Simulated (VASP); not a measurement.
Shape and ions are relaxed at each volume.

Data:

```cif
data_F4Zn2
_chemical_formula_sum 'Zn2 F4'
_space_group_name_H-M_alt 'P 1'
_space_group_IT_number 1
_cell_length_a 4.64319
_cell_length_b 4.64319
_cell_length_c 3.09844
_cell_angle_alpha 90.000
_cell_angle_beta 90.000
_cell_angle_gamma 90.000
loop_
_space_group_symop_operation_xyz
  'x, y, z'
loop_
_atom_site_label
_atom_site_type_symbol
_atom_site_fract_x
_atom_site_fract_y
_atom_site_fract_z
_atom_site_occupancy
Zn1 Zn 0.00000 0.00000 0.00000 1
Zn2 Zn 0.50000 0.50000 0.50000 1
F1 F 0.30322 0.30322 0.00000 1
F2 F 0.80322 0.19678 0.50000 1
F3 F 0.19678 0.80322 0.50000 1
F4 F 0.69678 0.69678 0.00000 1
```

Calculation: LDA (Ceperley-Alder, Perdew-Zunger), VASP's LDA PAW potentials (set 64) (plane waves; VASP). Numerical set-up: 520 eV cut-off, 5×5×7 Γ-centred mesh, Gaussian smearing of 0.050 eV, potentials Zn F.

Task: Give the energy at these volumes per atom, relative to the lowest: 10.43, 10.77, 11.10, 11.43, 11.77 Å³.

Result: 19.9, 5.1, 0.0, 3.0, 12.7 meV/atom. A third-order Birch-Murnaghan fit gives B0 = 127 GPa and B0′ = 5.3.

The compound is ZnF2 in the rutile structure. It was relaxed first.
